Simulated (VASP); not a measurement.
# Al3BiO3 (P2_1/m) in VASP: single point with PBE

Aim: the single point of Al3BiO3 with PBE.

Program: VASP 6.6.1. These are calculated values, not measurements. Logs are shortened: lines on timing, memory, paths and dates and some standing lists are left out, and cuts for length are marked.

## (1) Starting point

The structure is monoclinic, space group P2_1/m (No. 11). Conventional cell: a = 9.256 Å, b = 3.050 Å, c = 9.350 Å, α = 90.00°, β = 109.83°, γ = 90.00°. Al (site symmetry m) is surrounded by 3 O at 1.82 to 1.83 Å. Around Al (site symmetry m) lie 3 O at 1.85 to 1.86 Å. Al (site symmetry m) is surrounded by 3 O at 1.82 to 1.84 Å. Bi (site symmetry m) has 3 Al at 2.74 to 2.98 Å and 2 Bi at 3.05 Å as nearest neighbours. Around O (site symmetry m) lie 3 Al at 1.82 to 1.85 Å. O (site symmetry m) has 3 Al at 1.82 to 1.86 Å as nearest neighbours. O (site symmetry m) is surrounded by 3 Al at 1.83 to 1.84 Å.

The cell was built by a generator and needn't be a form met in nature.

## (2) Single point, PBE

The input, INCAR:

```
SYSTEM = Al3BiO3
PREC = Normal
ENCUT = 520
EDIFF = 1E-5
ISMEAR = 0
SIGMA = 0.15
LREAL = Auto
LASPH = .TRUE.
NELM = 80
ALGO = Fast
ISIF = 2
LWAVE = .FALSE.
LCHARG = .FALSE.
GGA = PE
```

The input, KPOINTS:

```
regular mesh
0
G
  3 7 3
  0 0 0
```

The input, POSCAR:

```
Al3BiO3
1.0
    9.2559760000      0.0000000000      0.0000000000
    0.0000000000      3.0497800000      0.0000000000
   -3.1722030000      0.0000000000      8.7951640000
Al Bi O
6 2 6
Direct
    0.8083950000      0.7500000000      0.6779190000
    0.6746540000      0.2500000000      0.3575450000
    0.8661050000      0.7500000000      0.1717030000
    0.1916050000      0.2500000000      0.3220810000
    0.1338950000      0.2500000000      0.8282970000
    0.3253460000      0.7500000000      0.6424550000
    0.3580810000      0.2500000000      0.1292550000
    0.6419190000      0.7500000000      0.8707450000
    0.7776350000      0.2500000000      0.5653820000
    0.7577500000      0.7500000000      0.3018930000
    0.9840850000      0.2500000000      0.2223420000
    0.2223650000      0.7500000000      0.4346180000
    0.0159150000      0.7500000000      0.7776580000
    0.2422500000      0.2500000000      0.6981070000
```

Potentials or basis: VASP PAW PBE potentials, release 64 (Al, Bi_d, O).

On the command line:

```console
$ cat potpaw_PBE.64/Al/POTCAR potpaw_PBE.64/Bi_d/POTCAR potpaw_PBE.64/O/POTCAR > POTCAR
$ mpirun -np 1 vasp_std > vasp.out
```

OUTCAR:

```text
SYSTEM = Al3BiO3
   PREC = Normal
   ENCUT = 520
   EDIFF = 1E-5
   ISMEAR = 0
   LREAL = Auto
   LASPH = .TRUE.
   NELM = 80
   ISIF = 2
   GGA = PE

 ion  position               nearest neighbor table
   1  0.808  0.750  0.678-   9 1.82   9 1.82  13 1.83   8 2.74   2 3.21   2 3.21   5 3.24   5 3.24

   2  0.675  0.250  0.358-   9 1.85  10 1.86  10 1.86   7 2.98   1 3.21   1 3.21   3 3.25   3 3.25

   3  0.866  0.750  0.172-  10 1.82  11 1.84  11 1.84   8 2.87   4 3.24   4 3.24   2 3.25   2 3.25

   4  0.192  0.250  0.322-  12 1.82  12 1.82  11 1.83   7 2.74   6 3.21   6 3.21   3 3.24   3 3.24

   5  0.134  0.250  0.828-  14 1.82  13 1.84  13 1.84   7 2.87   1 3.24   1 3.24   6 3.25   6 3.25

   6  0.325  0.750  0.642-  12 1.85  14 1.86  14 1.86   8 2.98   4 3.21   4 3.21   5 3.25   5 3.25

   7  0.358  0.250  0.129-   4 2.74   5 2.87   2 2.98
   8  0.642  0.750  0.871-   1 2.74   3 2.87   6 2.98
   9  0.778  0.250  0.565-   1 1.82   1 1.82   2 1.85
  10  0.758  0.750  0.302-   3 1.82   2 1.86   2 1.86
  11  0.984  0.250  0.222-   4 1.83   3 1.84   3 1.84
  12  0.222  0.750  0.435-   4 1.82   4 1.82   6 1.85
  13  0.016  0.750  0.778-   1 1.83   5 1.84   5 1.84
  14  0.242  0.250  0.698-   5 1.82   6 1.86   6 1.86

  LATTYP: Found a simple monoclinic cell.
 ALAT       =     9.2559760000
 B/A-ratio  =     0.3294930756
 C/A-ratio  =     1.0101309337
 COS(beta)  =    -0.3392822041

  Lattice vectors:

 A1 = (   9.2559760000,   0.0000000000,   0.0000000000)
 A2 = (   0.0000000000,   3.0497800000,   0.0000000000)
 A3 = (  -3.1722030000,   0.0000000000,   8.7951640000)

Analysis of symmetry for initial positions (statically):
=====================================================================
 Subroutine PRICEL returns:
 Original cell was already a primitive cell.

 Routine SETGRP: Setting up the symmetry group for a
 simple monoclinic supercell.

 Subroutine GETGRP returns: Found  4 space group operations
 (whereof  2 operations were pure point group operations)
 out of a pool of  4 trial point group operations.

The static configuration has the point symmetry S_2 .
 The point group associated with its full space group is C_2h.

Analysis of symmetry for dynamics (positions and initial velocities):
=====================================================================
 Subroutine PRICEL returns:
 Original cell was already a primitive cell.

 Routine SETGRP: Setting up the symmetry group for a
 simple monoclinic supercell.

 Subroutine GETGRP returns: Found  4 space group operations
 (whereof  2 operations were pure point group operations)
 out of a pool of  4 trial point group operations.

The dynamic configuration has the point symmetry S_2 .
 The point group associated with its full space group is C_2h.

 Subroutine INISYM returns: Found  4 space group operations
 (whereof  2 operations are pure point group operations),
 and found     1 'primitive' translations

----------------------------------------------------------------------------------------

                                     Primitive cell

  volume of cell :     248.2760

  direct lattice vectors                    reciprocal lattice vectors
     9.255976000  0.000000000  0.000000000     0.108038310  0.000000000  0.038966806
     0.000000000  3.049780000  0.000000000     0.000000000  0.327892504  0.000000000
    -3.172203000  0.000000000  8.795164000     0.000000000  0.000000000  0.113698846

  length of vectors
     9.255976000  3.049780000  9.349747679     0.114850722  0.327892504  0.113698846

  position of ions in fractional coordinates (direct lattice)
     0.808395000  0.750000000  0.677919000
     0.674654000  0.250000000  0.357545000
     0.866105000  0.750000000  0.171703000
     0.191605000  0.250000000  0.322081000
     0.133895000  0.250000000  0.828297000
     0.325346000  0.750000000  0.642455000
     0.358081000  0.250000000  0.129255000
     0.641919000  0.750000000  0.870745000
     0.777635000  0.250000000  0.565382000
     0.757750000  0.750000000  0.301893000
     0.984085000  0.250000000  0.222342000
     0.222365000  0.750000000  0.434618000
     0.015915000  0.750000000  0.777658000
     0.242250000  0.250000000  0.698107000

  ion indices of the primitive-cell ions
   primitive index   ion index
                 1           1
                 2           2
                 3           3
                 4           4
                 5           5
                 6           6
                 7           7
                 8           8
                 9           9
                10          10
                11          11
                12          12
                13          13
                14          14

----------------------------------------------------------------------------------------

 KPOINTS: regular mesh

Automatic generation of k-mesh.
 Grid dimensions read from file:
 generate k-points for:    3    7    3

 Generating k-lattice:

  Cartesian coordinates                     Fractional coordinates (reciprocal lattice)
     0.036012770  0.000000000  0.012988935     0.333333333  0.000000000  0.000000000
     0.000000000  0.046841786  0.000000000     0.000000000  0.142857143  0.000000000
     0.000000000  0.000000000  0.037899615     0.000000000  0.000000000  0.333333333

  Length of vectors
     0.038283574  0.046841786  0.037899615

  Shift w.r.t. Gamma in fractional coordinates (k-lattice)
     0.000000000  0.000000000  0.000000000

 Subroutine IBZKPT returns following result:
 ===========================================

 Found     20 irreducible k-points:

 Following reciprocal coordinates:
            Coordinates               Weight
  0.000000  0.000000  0.000000      1.000000
  0.333333  0.000000 -0.000000      2.000000
  0.000000  0.142857  0.000000      2.000000
  0.333333  0.142857 -0.000000      4.000000
  0.000000  0.285714  0.000000      2.000000
  0.333333  0.285714 -0.000000      4.000000
[... 12 lines left out ...]
  0.333333  0.428571  0.333333      4.000000
 -0.333333  0.428571  0.333333      4.000000
   k-points           NKPTS =     20   k-points in BZ     NKDIM =     20   number of bands    NBANDS=     50
   number of dos      NEDOS =    301   number of ions     NIONS =     14
   total plane-waves  NPLWV =  52488
   dimension x,y,z NGX =    54 NGY =   18 NGZ =   54
   dimension x,y,z NGXF=   108 NGYF=   36 NGZF=  108
   ions per type =               6   2   6
   NGX,Y,Z   is equivalent  to a cutoff of   9.70,  9.81,  9.60 a.u.
   NGXF,Y,Z  is equivalent  to a cutoff of  19.40, 19.62, 19.20 a.u.
 SYSTEM =  Al3BiO3
   PREC   = normal    normal or accurate (medium, high low for compatibility)
   ISTART =      0    job   : 0-new  1-cont  2-samecut
   ICHARG =      2    charge: 1-file 2-atom 10-const
   ISPIN  =      1    spin polarized calculation?
   LNONCOLLINEAR =      F non collinear calculations
   LSORBIT =      F    spin-orbit coupling
   LASPH  =      T    aspherical Exc in radial PAW
   ENCUT  =  520.0 eV  38.22 Ry    6.18 a.u.  17.21  5.67 17.38*2*pi/ulx,y,z
   NELM   =     80;   NELMIN=  2; NELMDL= -5     # of ELM steps
   EDIFF  = 0.1E-04   stopping-criterion for ELM
   LREAL  =      T    real-space projection
   EDIFFG = 0.1E-03   stopping-criterion for IOM
   NSW    =      0    number of steps for IOM
   IBRION =     -1    ionic relax: 0-MD 1-quasi-New 2-CG
   NFREE  =      0    steps in history (QN), initial steepest desc. (CG)
   ISIF   =      2    stress and relaxation
   ISYM   =      2    0-nonsym 1-usesym 2-fastsym
   POTIM  = 0.5000    time-step for ionic-motion
   TEBEG  =    0.0;   TEEND  =   0.0 temperature during run
   PSTRESS=    0.0 pullay stress
   NELECT =      84.0000    total number of electrons
   NUPDOWN=      -1.0000    fix difference up-down
   EMIN   =  10.00;   EMAX   =-10.00  energy-range for DOS
   EFERMI =   0.00;   METHOD = LEGACY
   ISMEAR =     0;   SIGMA  =   0.15  broadening in eV -4-tet -1-fermi 0-gaus
   EFERMI_NEDOS =   21; number of points for ismear=-14 and -15
   IALGO  =     68    algorithm
   IMIX   =      4    mixing-type and parameters
     AMIX     =   0.40;   BMIX     =  1.00
     AMIX_MAG =   1.60;   BMIX_MAG =  1.00
  volume/ion in A,a.u.               =      17.73       119.67
  Fermi-wavevector in a.u.,A,eV,Ry     =   1.140748  2.155701 17.705342  1.301306
  Thomas-Fermi vector in A             =   2.277449
   LORBIT       =      0    0 simple, 1 ext, 2 COOP (PROOUT), +10 PAW based schemes
   GGA     = PE    functional components
   LHFCALC =     F    Hartree Fock is set to
   AEXX    =    0.0000 exact exchange contribution
   IVDW    =     0    specifies the selected vdW correction
   LEPSILON=     F    determine dielectric tensor
   LRPA    =     F    only Hartree local field effects (RPA)
 non-spin polarized calculation
 RMM-DIIS sequential band-by-band and
 Gauss-broadening in eV      SIGMA  =   0.15
  energy-cutoff  :      520.00
  volume of cell :      248.28
 maximum number of plane-waves:      6716
   NGX = 35   NGY = 11   NGZ = 35

 number of electron      83.9999989 magnetization

 Free energy of the ion-electron system (eV)
  ---------------------------------------------------
  ext. energy  EPLUGINS =         0.00000000
  ---------------------------------------------------
  free energy    TOTEN  =       -86.95423082 eV

  energy without entropy =      -86.92442474  energy(sigma->0) =      -86.93932778

 E-fermi :   5.8855     XC(G=0):  -9.1618

 val. band max:        5.8552584954   @ k =   0.0000   0.1429   0.3333
 cond. band min:       5.9040046027   @ k =   0.3333   0.0000  -0.0000
 fundamental gap:      0.0487461072
 Fermi energy:         5.8854681393

 k-point     1 :       0.0000    0.0000    0.0000
  band No.  band energies     occupation
      1     -16.9052      2.00000
      2     -16.9049      2.00000
      3     -16.6054      2.00000
      4     -16.6005      2.00000
      5     -16.5804      2.00000
      6     -16.5769      2.00000
[... 42 lines left out ...]
     49       9.4117      0.00000
     50       9.8857      0.00000

 k-point     2 :       0.3333    0.0000   -0.0000
  band No.  band energies     occupation
      1     -16.9051      2.00000
      2     -16.9049      2.00000
      3     -16.6062      2.00000
      4     -16.6000      2.00000
      5     -16.5802      2.00000
      6     -16.5770      2.00000
[... 42 lines left out ...]
     49       9.5934      0.00000
     50      10.0434      0.00000

 k-point     3 :       0.0000    0.1429    0.0000
  band No.  band energies     occupation
      1     -16.8091      2.00000
      2     -16.8088      2.00000
      3     -16.6007      2.00000
      4     -16.5962      2.00000
      5     -16.5763      2.00000
      6     -16.5732      2.00000
[... 42 lines left out ...]
     49       9.2115      0.00000
     50       9.7026      0.00000

 k-point     4 :       0.3333    0.1429   -0.0000
  band No.  band energies     occupation
      1     -16.8090      2.00000
      2     -16.8089      2.00000
      3     -16.6012      2.00000
      4     -16.5957      2.00000
      5     -16.5761      2.00000
      6     -16.5733      2.00000
[... 787 lines left out ...]
 k-point    19 :       0.3333    0.4286    0.3333
  band No.  band energies     occupation
      1     -16.6912      2.00000
      2     -16.6912      2.00000
      3     -16.6589      2.00000
      4     -16.6585      2.00000
      5     -16.5846      2.00000
      6     -16.5832      2.00000
[... 42 lines left out ...]
     49       8.8394      0.00000
     50       9.0024      0.00000

 k-point    20 :      -0.3333    0.4286    0.3333
  band No.  band energies     occupation
      1     -16.6912      2.00000
      2     -16.6912      2.00000
      3     -16.6589      2.00000
      4     -16.6585      2.00000
      5     -16.5846      2.00000
      6     -16.5832      2.00000
[... 42 lines left out ...]
     49       9.0262      0.00000
     50       9.4069      0.00000

------------------------ aborting loop because EDIFF is reached ----------------------------------------

  FORCE on cell =-STRESS in cart. coord.  units (eV):
  Direction    XX          YY          ZZ          XY          YZ          ZX
  --------------------------------------------------------------------------------------
  -------------------------------------------------------------------------------------
  Total       -1.4220478      3.2985150     -2.3157280      0.0000000      0.0000000     -0.9917070
  in kB       -9.1767755     21.2860154    -14.9438832      0.0000000      0.0000000     -6.3996953
  external PRESSURE =      -0.9448811 kB  Pullay stress =       0.0000000 kB

 VOLUME and BASIS-vectors are now :
 -----------------------------------------------------------------------------
  energy-cutoff  :      520.00
  volume of cell :      248.28
      direct lattice vectors                 reciprocal lattice vectors
     9.255976000  0.000000000  0.000000000     0.108038310  0.000000000  0.038966806
     0.000000000  3.049780000  0.000000000     0.000000000  0.327892504  0.000000000
    -3.172203000  0.000000000  8.795164000     0.000000000  0.000000000  0.113698846

 POSITION                                       TOTAL-FORCE (eV/Angst)
 -----------------------------------------------------------------------------------
      5.33199      2.28734      5.96241        -0.204874      0.000000      0.223408
      5.11038      0.76245      3.14467         0.075074      0.000000     -0.166762
      7.47197      2.28734      1.51016        -0.069442      0.000000     -0.104062
      0.75178      0.76245      2.83276         0.204874      0.000000     -0.223408
     -1.38820      0.76245      7.28501         0.069442      0.000000      0.104062
      0.97340      2.28734      5.65050        -0.075074     -0.000000      0.166762
      2.90437      0.76245      1.13682        -0.104761      0.000000      0.077157
      3.17941      2.28734      7.65835         0.104761      0.000000     -0.077157
      5.40426      0.76245      4.97263        -0.020262      0.000000     -0.233578
      6.05605      2.28734      2.65520        -0.093664     -0.000000      0.060512
      8.40335      0.76245      1.95553        -0.142649      0.000000     -0.058031
      0.67951      2.28734      3.82254         0.020262      0.000000      0.233578
     -2.31958      2.28734      6.83963         0.142649      0.000000      0.058031
      0.02772      0.76245      6.13997         0.093664      0.000000     -0.060512
 -----------------------------------------------------------------------------------
    total drift:                                0.000000      0.000000     -0.000000

  FREE ENERGIE OF THE ION-ELECTRON SYSTEM (eV)
  ---------------------------------------------------
  free  energy   TOTEN  =       -86.9542308212 eV

  energy  without entropy=      -86.9244247436  energy(sigma->0) =      -86.93932778
```

Wall time 71 s (1 thread of Intel Xeon 6975P-C (Granite Rapids), shared host); peak memory 0.31 GiB.

What came out:

| Property | Result |
| --- | --- |
| Free energy | -86.9542 eV |
| Pressure | -0.1 GPa |
| Largest force | 0.303 eV/Å |
| Band gap on the k mesh | none (metal or under the smearing width) |

Forces on the atoms (eV/Å):
```
Al  -0.205  0.000  0.223
Al   0.075  0.000 -0.167
Al  -0.069  0.000 -0.104
Al   0.205  0.000 -0.223
Al   0.069  0.000  0.104
Al  -0.075  0.000  0.167
Bi  -0.105  0.000  0.077
Bi   0.105  0.000 -0.077
O   -0.020  0.000 -0.234
O   -0.094  0.000  0.061
O   -0.143  0.000 -0.058
O    0.020  0.000  0.234
O    0.143  0.000  0.058
O    0.094  0.000 -0.061
```

Levels at points of the mesh, in eV from the Fermi level:
```
           k point  band 39  band 40  band 41  band 42  band 43  band 44  band 45  band 46
(0.00, 0.00, 0.00)    -3.23    -2.81    -1.66    -0.06     1.30     1.36     1.66     2.40
```

Caveat: spin-orbit coupling is left out, which moves the levels of the heavy elements.
